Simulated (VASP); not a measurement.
# Lattice vibrations of Pt

How does the lattice of Pt vibrate? The start is a cell from a database of measured crystal structures.

Main program and level: VASP 6.6.1; PBEsol; plane waves and PAW (Pt).

## (1) Set-up

The structure is cubic, space group Fm-3m (No. 225). Conventional cell: a = 3.922 Å, b = 3.922 Å, c = 3.922 Å, α = 90.00°, β = 90.00°, γ = 90.00°. Pt has 12 Pt at 2.77 Å nearest.

## (2) Relax the host

Cell and atoms are relaxed first, so that later runs start from this functional's own cell.

Contents of INCAR:

```
SYSTEM = Pt
PREC = Accurate
ENCUT = 350
EDIFF = 1E-06
NELM = 120
ISMEAR = 0
SIGMA = 0.05
LREAL = .FALSE.
ALGO = Normal
GGA = PS
NBANDS = 11
LORBIT = 11
LWAVE = .FALSE.
LCHARG = .FALSE.
KPAR = 4
IBRION = 2
NSW = 40
ISIF = 3
EDIFFG = -0.02
POTIM = 0.4
```

Contents of POSCAR:

```
Pt
1.0
    0.0000000000      1.9609000000      1.9609000000
    1.9609000000      0.0000000000      1.9609000000
    1.9609000000      1.9609000000      0.0000000000
Pt
1
Direct
    0.0000000000      0.0000000000      0.0000000000
```

Contents of KPOINTS:

```
Automatic mesh
0
Gamma
8 8 8
0 0 0
```

Potentials, in the order of the species: Pt (PBE family, release 64).

Run with:

```bash
$ mpirun -np 4 vasp_std
```

Log:

```text
[banner, memory and clock lines left out]
running    4 mpi-ranks, on    1 nodes
 distrk:  each k-point on    1 cores,    4 groups
 distr:  one band on    1 cores,    1 groups

 POSCAR found type information on POSCAR Pt
 POSCAR found :  1 types and       1 ions
|                                                                             |
|               ----> ADVICE to this user running VASP <----                  |
|                                                                             |
|     You enforced a specific xc type in the INCAR file but a different       |
|     [... a line on the potential file left out ...]
|     I HOPE YOU KNOW WHAT YOU ARE DOING!                                     |
|                                                                             |

 LDA part: xc-table for (Slater+PW92), standard interpolation
 POSCAR, INCAR and KPOINTS ok, starting setup
 FFT: planning ... GRIDC
 FFT: planning ... GRID_SOFT
 FFT: planning ... GRID
 WAVECAR not read
 entering main loop
       N       E                     dE             d eps       ncg     rms          rms(c)
DAV:   1     0.248360827382E+02    0.24836E+02   -0.42969E+03   702   0.594E+02
DAV:   2    -0.703195655301E+01   -0.31868E+02   -0.29709E+02   737   0.138E+02
DAV:   3    -0.742491950147E+01   -0.39296E+00   -0.39093E+00   710   0.143E+01
DAV:   4    -0.742636812118E+01   -0.14486E-02   -0.14485E-02   752   0.104E+00
DAV:   5    -0.742637931640E+01   -0.11195E-04   -0.11195E-04   743   0.837E-02    0.132E+01
DAV:   6    -0.700642483605E+01    0.41995E+00   -0.92913E-01   683   0.770E+00    0.669E+00
DAV:   7    -0.695632669965E+01    0.50098E-01   -0.17712E-01   734   0.328E+00    0.247E+00
DAV:   8    -0.695219899778E+01    0.41277E-02   -0.63151E-03   707   0.701E-01    0.762E-01
DAV:   9    -0.695182167396E+01    0.37732E-03   -0.18681E-04   704   0.127E-01    0.502E-02
DAV:  10    -0.695182553501E+01   -0.38611E-05   -0.35600E-06   777   0.134E-02    0.123E-02
DAV:  11    -0.695182570409E+01   -0.16908E-06   -0.52516E-08   400   0.176E-03
   1 F= -.69518257E+01 E0= -.69504830E+01  d E =-.695183E+01
 curvature:   0.00 expect dE= 0.000E+00 dE for cont linesearch  0.000E+00
 trial: gam= 0.00000 g(F)=  0.469E-64 g(S)=  0.692E-02 ort = 0.000E+00 (trialstep = 0.100E+01)
 search vector abs. value=  0.692E-02
 bond charge predicted
       N       E                     dE             d eps       ncg     rms          rms(c)
DAV:   1    -0.701315805958E+01   -0.61333E-01   -0.13869E+00   668   0.110E+01    0.193E+00
DAV:   2    -0.695197578487E+01    0.61182E-01   -0.14828E-01   662   0.300E+00    0.696E-01
DAV:   3    -0.694732341640E+01    0.46524E-02   -0.19787E-02   728   0.106E+00    0.330E-01
DAV:   4    -0.694751630376E+01   -0.19289E-03   -0.81058E-04   704   0.173E-01    0.495E-02
DAV:   5    -0.694750144547E+01    0.14858E-04   -0.20051E-05   692   0.389E-02    0.645E-03
DAV:   6    -0.694750415890E+01   -0.27134E-05   -0.78981E-07   733   0.484E-03    0.660E-04
DAV:   7    -0.694750416941E+01   -0.10508E-07   -0.18370E-08   349   0.103E-03
   2 F= -.69475042E+01 E0= -.69462795E+01  d E =0.432153E-02
 trial-energy change:    0.004322  1 .order    0.004515   -0.006917    0.015947
 step:   0.3135(harm=  0.3025)  dis= 0.00000  next Energy=    -6.952916 (dE=-0.109E-02)
 bond charge predicted
       N       E                     dE             d eps       ncg     rms          rms(c)
DAV:   1    -0.698416982223E+01   -0.36666E-01   -0.65651E-01   674   0.759E+00    0.122E+00
DAV:   2    -0.695486508577E+01    0.29305E-01   -0.75258E-02   659   0.211E+00    0.543E-01
DAV:   3    -0.695286681456E+01    0.19983E-02   -0.83846E-03   719   0.684E-01    0.282E-01
DAV:   4    -0.695292346750E+01   -0.56653E-04   -0.26921E-04   717   0.953E-02    0.225E-02
DAV:   5    -0.695292726471E+01   -0.37972E-05   -0.42991E-06   826   0.138E-02    0.449E-03
DAV:   6    -0.695292771466E+01   -0.44995E-06   -0.30283E-07   434   0.294E-03
   3 F= -.69529277E+01 E0= -.69516230E+01  d E =-.110201E-02
 curvature:  -0.15 expect dE=-0.189E-07 dE for cont linesearch -0.189E-07
 trial: gam=-0.00423 g(F)=  0.281E-63 g(S)=  0.125E-06 ort = 0.294E-04 (trialstep = 0.863E+00)
 search vector abs. value=  0.102E-09
 reached required accuracy - stopping structural energy minimisation
```

Run time: 3.6 s. Hardware: 4 MPI ranks of AMD EPYC 7R43, shared host; peak memory 0.41 GiB; 11 s of CPU time.

Lines that name or quote the potential files are left out of all logs, and their timing lines are given in words.

From OUTCAR (step 2):

```text
ion  position               nearest neighbor table
   1  0.000  0.000  0.000-

  LATTYP: Found a face centered cubic cell.
 ALAT       =     3.9218000000

 Subroutine GETGRP returns: Found 48 space group operations
 (whereof 48 operations were pure point group operations)

The static configuration has the point symmetry O_h .

 Found     29 irreducible k-points:

   k-points           NKPTS =     29   k-points in BZ     NKDIM =     29   number of bands    NBANDS=     11

   dimension x,y,z NGX =    18 NGY =   18 NGZ =   18
   dimension x,y,z NGXF=    36 NGYF=   36 NGZF=   36

   ENCUT  =  350.0 eV  25.72 Ry    5.07 a.u.   4.23  4.23  4.23*2*pi/ulx,y,z

   NELECT =      10.0000    total number of electrons

 k-points in reciprocal lattice and weights: Automatic mesh
   0.00000000  0.00000000  0.00000000       0.002
   0.12500000  0.00000000  0.00000000       0.016
   0.25000000  0.00000000  0.00000000       0.016
   0.37500000  0.00000000  0.00000000       0.016
   0.50000000  0.00000000  0.00000000       0.008
   0.12500000  0.12500000  0.00000000       0.012
   0.25000000  0.12500000  0.00000000       0.047
   0.37500000  0.12500000  0.00000000       0.047
   0.50000000  0.12500000  0.00000000       0.047
[...]
-0.37500000  0.50000000  0.12500000       0.023
  -0.25000000  0.50000000  0.25000000       0.012

 average (electrostatic) potential at core
       1 -62.7350

 E-fermi :  11.2256

 k-point     1 :       0.0000    0.0000    0.0000
  band No.  band energies     occupation
    ...
      2       7.3793      2.00000
      3       7.3793      2.00000
      4       7.3793      2.00000
      5       9.5931      2.00000
      6       9.5931      2.00000
      7      25.8746      0.00000
      8      30.8812      0.00000
      9      30.8812      0.00000
     10      30.8812      0.00000
     11      36.2224      0.00000

 k-point     2 :       0.1250    0.0000    0.0000
  band No.  band energies     occupation
    ...
      2       7.1314      2.00000
      3       7.6020      2.00000
      4       7.6020      2.00000
      5       9.4891      2.00000
      6       9.4891      2.00000
      7      26.7823      0.00000
      8      28.4064      0.00000
      9      31.8345      0.00000
     10      31.8345      0.00000
     11      37.5914      0.00000

 k-point     3 :       0.2500    0.0000    0.0000
  band No.  band energies     occupation
    ...
      2       7.0181      2.00000
      3       7.7631      2.00000
      4       7.7631      2.00000
      5       9.7650      2.00000
      6       9.7650      2.00000
      7      24.5737      0.00000
      8      27.6481      0.00000
      9      33.9795      0.00000
     10      33.9795      0.00000
     11      34.8307      0.00000

  Total       -0.0010395     -0.0010395     -0.0010395     -0.0000000      0.0000000     -0.0000000
  in kB       -0.1114246     -0.1114246     -0.1114246     -0.0000000      0.0000000     -0.0000000
  external PRESSURE =      -0.1114246 kB  Pullay stress =       0.0000000 kB

  energy-cutoff  :      350.00
  volume of cell :       14.95
      direct lattice vectors                 reciprocal lattice vectors
    -0.000000000  1.955101791  1.955101791    -0.255741160  0.255741160  0.255741160
     1.955101791  0.000000000  1.955101791     0.255741160 -0.255741160  0.255741160
     1.955101791  1.955101791  0.000000000     0.255741160  0.255741160 -0.255741160

 POSITION                                       TOTAL-FORCE (eV/Angst)
 -----------------------------------------------------------------------------------
      0.00000      0.00000      0.00000         0.000000     -0.000000     -0.000000
 -----------------------------------------------------------------------------------
    total drift:                                0.000000      0.000000      0.000000

  FREE ENERGIE OF THE ION-ELECTRON SYSTEM (eV)
  ---------------------------------------------------
  free  energy   TOTEN  =        -6.9529277147 eV

  energy  without entropy=       -6.9503183103  energy(sigma->0) =       -6.95162301

 reached required accuracy - stopping structural energy minimisation

 total charge
# of ion       s       p       d       tot
------------------------------------------
    1        0.644   0.640   8.017   9.301

[... 3 further parts left out ...]
```

The k-mesh is coarse for a metal. The PAW data sets were made with PBE, which is usual practice but a small mismatch for other functionals. The run keeps the 48 symmetry operations of its start, so it cannot find a distortion of lower symmetry.

Relaxation path:

| step | energy less that of the first step (eV) | largest force (eV/Å) | pressure (GPa) | volume (Å³) |
| --- | --- | --- | --- | --- |
| 1 | 0.0000 | 0.0000 | -2.60 | 15.08 |
| 2 | 0.0043 | 0.0000 | 6.16 | 14.66 |
| 3 | -0.0011 | 0.0000 | -0.01 | 14.95 |

| conventional cell, symmetrised | before | after | change |
| --- | --- | --- | --- |
| a (Å) | 3.922 | 3.910 | -0.3 % |
| b (Å) | 3.922 | 3.910 | -0.3 % |
| c (Å) | 3.922 | 3.910 | -0.3 % |
| volume (Å³/atom) | 15.08 | 14.95 | -0.9 % |

Final coordinates:

```
Pt
1.0
     0.00000    1.95510    1.95510
     1.95510    0.00000    1.95510
     1.95510    1.95510    0.00000
Pt
1
Direct
  0.00000 0.00000 0.00000
```

Numbers from this step:

| Item | Value |
| --- | --- |
| electronic cycles | 24 |
| electrons | 10 |
| free energy (TOTEN) | -6.953 eV |
| energy at zero smearing | -6.952 eV |
| Fermi energy | 11.23 eV |
| pressure | -0.01114 GPa |
| labelled metallic, from the levels on this mesh | yes |

The run ended after 3 ionic steps, 0.001 eV below its first step, once forces and stress met EDIFFG = -0.02.

## (3) Tight relaxation

Force constants are second derivatives, so residual forces and stress must first be far smaller than in an ordinary relaxation. Smearing and mesh differ from the relaxation before, which can move the cell too.

Contents of INCAR:

```
SYSTEM = Pt
PREC = Accurate
ENCUT = 350
EDIFF = 1E-08
NELM = 120
ISMEAR = 1
SIGMA = 0.2
LREAL = .FALSE.
ALGO = Fast
GGA = PS
NBANDS = 11
LORBIT = 11
LWAVE = .FALSE.
LCHARG = .FALSE.
KPAR = 4
IBRION = 1
NSW = 30
ISIF = 3
EDIFFG = -0.002
POTIM = 0.4
```

Contents of POSCAR:

```
Pt
1.0
    0.0000000000      1.9551017907      1.9551017907
    1.9551017907      0.0000000000      1.9551017907
    1.9551017907      1.9551017907      0.0000000000
Pt
1
Direct
    0.0000000000      0.0000000000      0.0000000000
```

Contents of KPOINTS:

```
Automatic mesh
0
Gamma
14 14 14
0 0 0
```

Run with:

```bash
$ mpirun -np 4 vasp_std
```

Log:

```text
[banner, memory and clock lines left out]
running    4 mpi-ranks, on    1 nodes
 distrk:  each k-point on    1 cores,    4 groups
 distr:  one band on    1 cores,    1 groups

 POSCAR found type information on POSCAR Pt
 POSCAR found :  1 types and       1 ions
 [... a notice as in an earlier step ...]

 LDA part: xc-table for (Slater+PW92), standard interpolation
 POSCAR, INCAR and KPOINTS ok, starting setup
 FFT: planning ... GRIDC
 FFT: planning ... GRID_SOFT
 FFT: planning ... GRID
 WAVECAR not read
 entering main loop
       N       E                     dE             d eps       ncg     rms          rms(c)
DAV:   1     0.235137174923E+02    0.23514E+02   -0.42336E+03  2616   0.595E+02
DAV:   2    -0.707036899297E+01   -0.30584E+02   -0.29201E+02  2648   0.139E+02
DAV:   3    -0.742021893496E+01   -0.34985E+00   -0.34850E+00  2647   0.136E+01
DAV:   4    -0.742154625129E+01   -0.13273E-02   -0.13273E-02  2633   0.990E-01
DAV:   5    -0.742155646307E+01   -0.10212E-04   -0.10212E-04  2716   0.806E-02    0.136E+01
RMM:   6    -0.701934417884E+01    0.40221E+00   -0.39641E-01  2288   0.530E+00    0.698E+00
RMM:   7    -0.697408395818E+01    0.45260E-01   -0.77158E-02  2288   0.251E+00    0.254E+00
RMM:   8    -0.697016423258E+01    0.39197E-02   -0.80499E-03  2288   0.780E-01    0.631E-01
RMM:   9    -0.696990011245E+01    0.26412E-03   -0.79574E-04  2288   0.235E-01    0.569E-02
RMM:  10    -0.696991533106E+01   -0.15219E-04   -0.13211E-04  2288   0.808E-02    0.684E-02
RMM:  11    -0.696991585867E+01   -0.52761E-06   -0.19812E-05  2288   0.300E-02    0.133E-02
RMM:  12    -0.696991549424E+01    0.36443E-06   -0.80414E-06  2288   0.222E-02    0.492E-03
RMM:  13    -0.696991560992E+01   -0.11569E-06   -0.16392E-06  2284   0.801E-03    0.571E-03
RMM:  14    -0.696991564544E+01   -0.35511E-07   -0.20570E-07  2283   0.322E-03    0.804E-03
RMM:  15    -0.696991545671E+01    0.18873E-06   -0.99458E-08  2270   0.279E-03    0.241E-03
RMM:  16    -0.696991546262E+01   -0.59134E-08   -0.15041E-08  1753   0.108E-03
   1 F= -.69699155E+01 E0= -.69696425E+01  d E =-.696992E+01
 BRION: g(F)=  0.134E-62 g(S)=  0.247E-03
 bond charge predicted
       N       E                     dE             d eps       ncg     rms          rms(c)
DAV:   1    -0.697217801507E+01   -0.22626E-02   -0.50167E-02  2519   0.208E+00    0.344E-01
RMM:   2    -0.696990328516E+01    0.22747E-02   -0.24304E-03  2288   0.403E-01    0.140E-01
RMM:   3    -0.696976508537E+01    0.13820E-03   -0.27113E-04  2288   0.145E-01    0.726E-02
RMM:   4    -0.696976956399E+01   -0.44786E-05   -0.28422E-05  2288   0.439E-02    0.311E-03
RMM:   5    -0.696976986669E+01   -0.30270E-06   -0.39718E-06  2288   0.145E-02    0.251E-03
RMM:   6    -0.696976991445E+01   -0.47765E-07   -0.49708E-07  2272   0.527E-03    0.230E-03
RMM:   7    -0.696977026871E+01   -0.35426E-06   -0.38065E-07  2287   0.490E-03    0.279E-03
RMM:   8    -0.696977007043E+01    0.19828E-06   -0.20431E-07  2288   0.376E-03    0.522E-04
RMM:   9    -0.696977006874E+01    0.16975E-08   -0.15377E-08  1790   0.972E-04
   2 F= -.69697701E+01 E0= -.69694668E+01  d E =0.145394E-03
 BRION: g(F)=  0.147E-64 g(S)=  0.117E-02 retain N=  1 mean eig= 0.31
 eig:   0.314
 bond charge predicted
       N       E                     dE             d eps       ncg     rms          rms(c)
DAV:   1    -0.697108523870E+01   -0.13152E-02   -0.23550E-02  2414   0.142E+00    0.240E-01
RMM:   2    -0.697001107211E+01    0.10742E-02   -0.11339E-03  2288   0.276E-01    0.937E-02
RMM:   3    -0.696994850101E+01    0.62571E-04   -0.12979E-04  2288   0.100E-01    0.479E-02
RMM:   4    -0.696995476550E+01   -0.62645E-05   -0.14021E-05  2288   0.307E-02    0.204E-03
RMM:   5    -0.696995490155E+01   -0.13605E-06   -0.18973E-06  2287   0.102E-02    0.168E-03
RMM:   6    -0.696995494802E+01   -0.46473E-07   -0.27613E-07  2257   0.387E-03    0.157E-03
RMM:   7    -0.696995489404E+01    0.53981E-07   -0.16867E-07  2285   0.322E-03    0.179E-03
RMM:   8    -0.696995489145E+01    0.25889E-08   -0.87614E-08  2279   0.246E-03
   3 F= -.69699549E+01 E0= -.69696724E+01  d E =-.184823E-03
 BRION: g(F)=  0.117E-64 g(S)=  0.357E-06 retain N=  1 mean eig= 0.31
 eig:   0.309
 reached required accuracy - stopping structural energy minimisation
```

Elapsed: 9.8 s, on 4 MPI ranks; peak memory 0.44 GiB.

Parts of OUTCAR (step 3):

```text
  LATTYP: Found a face centered cubic cell.
 ALAT       =     3.9102035814

The static configuration has the point symmetry O_h .

 Found    104 irreducible k-points:

   k-points           NKPTS =    104   k-points in BZ     NKDIM =    104   number of bands    NBANDS=     11

   ENCUT  =  350.0 eV  25.72 Ry    5.07 a.u.   4.22  4.22  4.22*2*pi/ulx,y,z

   NELECT =      10.0000    total number of electrons

 E-fermi :  11.2223

 k-point     1 :       0.0000    0.0000    0.0000
  band No.  band energies     occupation
    ...
      2       7.3840      2.00000
      3       7.3840      2.00000
      4       7.3840      2.00000
      5       9.5998      2.00000
      6       9.5998      2.00000
      7      25.8396      0.00000
      8      30.8413      0.00000
      9      30.8413      0.00000
     10      30.8413      0.00000
     11      36.1675      0.00000

 k-point     2 :       0.0714    0.0000    0.0000
  band No.  band energies     occupation
    ...
      2       7.2913      2.00000
      3       7.4660      2.00000
      4       7.4660      2.00000
      5       9.5541      2.00000
      6       9.5541      2.00000
      7      26.1619      0.00000
      8      29.8028      0.00000
      9      31.1606      0.00000
     10      31.1606      0.00000
     11      37.2912      0.00000

  Total        0.0017547      0.0017547      0.0017547      0.0000000      0.0000000      0.0000000
  in kB        0.1877828      0.1877828      0.1877828      0.0000000      0.0000000      0.0000000
  external PRESSURE =       0.1877828 kB  Pullay stress =       0.0000000 kB

  energy-cutoff  :      350.00
  volume of cell :       14.97
      direct lattice vectors                 reciprocal lattice vectors
    -0.000000000  1.956197742  1.956197742    -0.255597882  0.255597882  0.255597882
     1.956197742 -0.000000000  1.956197742     0.255597882 -0.255597882  0.255597882
     1.956197742  1.956197742 -0.000000000     0.255597882  0.255597882 -0.255597882

 POSITION                                       TOTAL-FORCE (eV/Angst)
 -----------------------------------------------------------------------------------
      0.00000     -0.00000     -0.00000        -0.000000     -0.000000     -0.000000
 -----------------------------------------------------------------------------------
    total drift:                                0.000000     -0.000000      0.000000

  FREE ENERGIE OF THE ION-ELECTRON SYSTEM (eV)
  ---------------------------------------------------
  free  energy   TOTEN  =        -6.9699548915 eV

  energy  without entropy=       -6.9691073556  energy(sigma->0) =       -6.96967238

 total charge
# of ion       s       p       d       tot
------------------------------------------
    1        0.637   0.624   8.041   9.302

[... 4 parts as in an earlier step ...]

[... 6 further parts left out ...]
```

CONTCAR:

```
Pt
   1.00000000000000
    -0.0000000000000000    1.9561977420444339    1.9561977420444339
     1.9561977420444339   -0.0000000000000000    1.9561977420444339
     1.9561977420444339    1.9561977420444339   -0.0000000000000000
  Pt
     1
Direct
    -0.0000000000000000    0.0000000000000000    0.0000000000000000
```

Little changed from the start: no atom moved by 0.005 Å and no cell edge by 0.1 %.

Numbers from this step:

```yaml
electronic_cycles: 33
free_energy_toten: -6.970 eV
energy_at_zero_smearing: -6.970 eV
fermi_energy: 11.22 eV
pressure: 0.01878 GPa
```

The run ended after 3 ionic steps, 0.000 eV below its first step, once forces and stress met EDIFFG = -0.002.

(Part 1 of 3 ends here.)

[Lines on the potential files, build, host, timing and source positions are cut from VASP's logs without a mark.]

[Logs are printed without paths, hosts, clocks, repeated set-up lines and the standing remarks that a program may print on its own settings, such as how far it seeks lower states.]

[Hosts, paths, dates, database ids (printed as entryN), source tags and the programs' standing remarks are cut or masked in the printed files.]

[Runs that stopped without an error message from VASP are left out.]
